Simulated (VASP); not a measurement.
Consider the following.

```yaml
crystal:
  lattice:
    - [-1.60176, 1.60176, 3.91188]
    - [1.60176, -1.60176, 3.91188]
    - [1.60176, 1.60176, -3.91188]
  atoms:
    - { symbol: Si, position: [0.66555, 0.66555, 0.00000] }
    - { symbol: Si, position: [0.33445, 0.33445, 0.00000] }
    - { symbol: W, position: [0.00000, 0.00000, 0.00000] }
```

The numbers are results of PBEsol GGA with spin-orbit coupling, VASP's PBE PAW potentials (set 64) (plane waves; VASP), not measurements. Numerical set-up: 400 eV cut-off, 12×12×12 Γ-centred mesh, Gaussian smearing of 0.050 eV, potentials Si W_sv.

Question: What does the run give for the energy per atom (σ→0), band gap (over mesh and band path) with the smallest direct gap where there is one?

Answer: 
The band gap (over mesh and band path) is none (metal, semimetal or under 0.01 eV) and the energy per atom (σ→0) comes out as -881.9 kJ/mol of atoms.

Only differences to runs with the same potentials and settings are physical.

The compound is WSi2 in the MoSi2 type structure. It was relaxed first.
